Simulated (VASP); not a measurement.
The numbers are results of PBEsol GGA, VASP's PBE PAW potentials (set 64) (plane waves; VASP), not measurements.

The input files of a VASP run:

### KPOINTS
```
K-points
0
G
17 17 17
0 0 0
```

**INCAR**
```
# general
SYSTEM = Al
PREC   = Accurate
ENCUT  = 400
LREAL  = .FALSE.
LASPH  = .TRUE.

# electronic loop
EDIFF  = 1E-7
NELM   = 100
ALGO   = Normal

# smearing
ISMEAR = -5

# functional
GGA    = PS

# ions
ISIF   = 2

# output
LWAVE  = .FALSE.
LCHARG = .TRUE.
LORBIT = 11
NEDOS  = 601
```

POSCAR:
```
Al
4.6860950
  0.3011114064   0.1738467824   0.9999999775
 -0.3011114064   0.1738467824   0.9999999775
  0.0000000000  -0.3476935648   0.9999999775
Al
2
Cart
  0.0000000000  -0.0000000000   0.7499449322
 -0.0000000000  -0.0000000000   2.2500550003
```

POTCAR, in this order: Al (PBE.64 set). Program: vasp_std.

What VASP printed:

**OSZICAR**
```
       N       E                     dE             d eps       ncg     rms          rms(c)
DAV:   1    -0.196709331665E+01   -0.19671E+01   -0.20509E+03  6860   0.547E+02
DAV:   2    -0.818804081872E+01   -0.62209E+01   -0.60581E+01  9821   0.450E+01
DAV:   3    -0.824156081824E+01   -0.53520E-01   -0.52437E-01  9373   0.532E+00
DAV:   4    -0.824173457304E+01   -0.17375E-03   -0.16765E-03 10192   0.274E-01
DAV:   5    -0.824173522835E+01   -0.65531E-06   -0.61617E-06  9555   0.121E-02    0.203E+00
DAV:   6    -0.820725931213E+01    0.34476E-01   -0.42095E-03  8596   0.431E-01    0.116E+00
DAV:   7    -0.818419364113E+01    0.23066E-01   -0.10657E-02  8540   0.661E-01    0.209E-01
DAV:   8    -0.818406133810E+01    0.13230E-03   -0.11232E-04 10843   0.848E-02    0.331E-02
DAV:   9    -0.818406152864E+01   -0.19053E-06   -0.12134E-06  9534   0.800E-03    0.173E-03
DAV:  10    -0.818406133473E+01    0.19391E-06   -0.24868E-08  7931   0.119E-03    0.891E-04
DAV:  11    -0.818406120335E+01    0.13138E-06   -0.32682E-09  5292   0.467E-04    0.267E-04
DAV:  12    -0.818406119754E+01    0.58099E-08   -0.34828E-10  4963   0.164E-04
   1 F= -.81840612E+01 E0= -.81840612E+01  d E =0.000000E+00
```

OUTCAR:
```
------------------------ aborting loop because EDIFF is reached ----------------------------------------
  FORCE on cell =-STRESS in cart. coord.  units (eV):
  Direction    XX          YY          ZZ          XY          YZ          ZX
  --------------------------------------------------------------------------------------
  Total        0.0887377      0.0887377     -0.1923140      0.0000000      0.0000000     -0.0000000
  in kB        4.3988629      4.3988645     -9.5332971      0.0000000      0.0000000     -0.0000000
  external PRESSURE =      -0.2451899 kB  Pullay stress =       0.0000000 kB
  volume of cell :       32.32
      direct lattice vectors                 reciprocal lattice vectors
     1.411036656  0.814662538  4.686094895     0.354349405  0.204583688  0.071132433
    -1.411036656  0.814662538  4.686094895    -0.354349405  0.204583688  0.071132433
     0.000000000 -1.629325076  4.686094895     0.000000000 -0.409167376  0.071132433
 POSITION                                       TOTAL-FORCE (eV/Angst)
 -----------------------------------------------------------------------------------
      0.00000     -0.00000      3.51431         0.000000     -0.000000      0.002116
      0.00000     -0.00000     10.54397         0.000000      0.000000     -0.002116
 -----------------------------------------------------------------------------------
    total drift:                                0.000000      0.000000      0.000000
  FREE ENERGIE OF THE ION-ELECTRON SYSTEM (eV)
  ---------------------------------------------------
  free  energy   TOTEN  =        -8.1840611975 eV

  energy  without entropy=       -8.1840611975  energy(sigma->0) =       -8.18406120

 total charge

# of ion       s       p       d       tot
------------------------------------------
    1        0.426   0.349   0.000   0.776
    2        0.426   0.349   0.000   0.776
--------------------------------------------------
tot          0.853   0.698   0.000   1.551
```
(Selected blocks of OUTCAR.)

For a metal the tetrahedron method with Blöchl corrections gives inexact stress and forces.

The structure was generated: Al was put into the A7 type (R-3m), which need not be its known phase. It was relaxed first, which changed the volume by -11 %.
